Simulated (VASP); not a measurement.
An input for Ansatz (written as the equivalent of a VASP run, and not itself run):

Ansatz 0.2 input:
```yaml
crystal:
  lattice:
    - [0.0000000, 1.7627643, 1.7627643]
    - [1.7627643, 0.0000000, 1.7627643]
    - [1.7627643, 1.7627643, 0.0000000]
  atoms:
    - { symbol: B, position: [0.0000000, 0.0000000, 0.0000000] }
    - { symbol: N, position: [0.2500000, 0.2500000, 0.2500000] }
kpoints:
  mp_grid: { grid: [13, 13, 13] }
hamiltonian:
  xc: pbesol
  pseudopotentials: { kind: paw }
scf:
  occupations: { method: gaussian, width: 0.05 }
  max_iter: 100
relax:
  max_steps: 40
  f_tol: 0.02
  cell: { p_target: 30 }
output: { forces: true, stress: true, eigenvalues: true }
```

### Question
Write the VASP files for the same calculation (PBEsol).

### Answer
Several could match; the one computed here: 
KPOINTS:
```
Automatic mesh
0
Gamma
13 13 13
0 0 0
```

**INCAR**
```
# general
SYSTEM  = BN
PREC    = Accurate
ENCUT   = 620
LREAL   = .FALSE.
LASPH   = .TRUE.

# electronic loop
EDIFF   = 1E-6
NELM    = 100
ALGO    = Normal

# smearing
ISMEAR  = 0
SIGMA   = 0.05

# functional
GGA     = PS

# ions
IBRION  = 2
NSW     = 40
ISIF    = 3
EDIFFG  = -0.02
PSTRESS = 300

# output
LWAVE   = .FALSE.
LCHARG  = .FALSE.
```

File POSCAR:
```
BN
1
   -0.0000000000     1.7627643218     1.7627643218
    1.7627643218     0.0000000000     1.7627643218
    1.7627643218     1.7627643218     0.0000000000
B N
1 1
Direct
  0.0000000000   0.0000000000   0.0000000000
  0.2500000000   0.2500000000   0.2500000000
```

POTCAR, in this order: B N (PBE.64 set). Program: vasp_std.

Limits of the translation: each code has its own PAW files, so the cut-off isn't converted (ENCUT is set for VASP's; basis.ecutwfc is left out, and Ansatz then takes the one that its files recommend); Ansatz stops its SCF on the density residual and VASP on the energy change (EDIFF).

The structure was generated: BN was put into the zinc blende type (F-43m), which need not be its known phase. It was relaxed first under an external pressure of 30 GPa.
